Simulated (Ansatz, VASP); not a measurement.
**RbAgS2 in VASP and in Ansatz**

```xyz
4
Lattice="4.8115 0.0000 0.0000 -2.4057 4.1668 0.0000 0.0000 0.0000 6.2641" Properties=species:S:1:pos:R:3 pbc="T T T"
Rb    0.0000    0.0000    0.0000
Ag    0.0000    0.0000    3.1321
S     0.0000    2.7779    0.0000
S     2.4057    1.3889    0.0000
```

Alike in both runs: task single point; functional PBE; k mesh 6 × 6 × 4; occupations gaussian, width 0.1 eV; no spin polarisation.

```csv
,VASP,Ansatz
version,VASP 6.6.1,Ansatz 0.2.0
potentials or method,"VASP PAW PBE potentials, release 64 (Rb_sv, Ag, S)","scalar-relativistic, plane waves, PAW"
plane-wave cutoff (eV),520,420
valence electrons in the cell,32,40
```

|  | VASP | Ansatz | Ansatz less VASP |
| --- | --- | --- | --- |
| gap on the k mesh at the Fermi level (eV) | none | none | - |
| pressure (GPa) | 6.3 | 6.2 | -0.11 |
| largest component of the traceless stress (GPa) | 5.10 | 5.01 | -0.092 |

A gap of «none» marks a metal or a gap that the smearing closes. With one functional, cell and mesh, what is left measures potentials, basis and numerics. The two sets of potentials don't hold the same shells in valence.
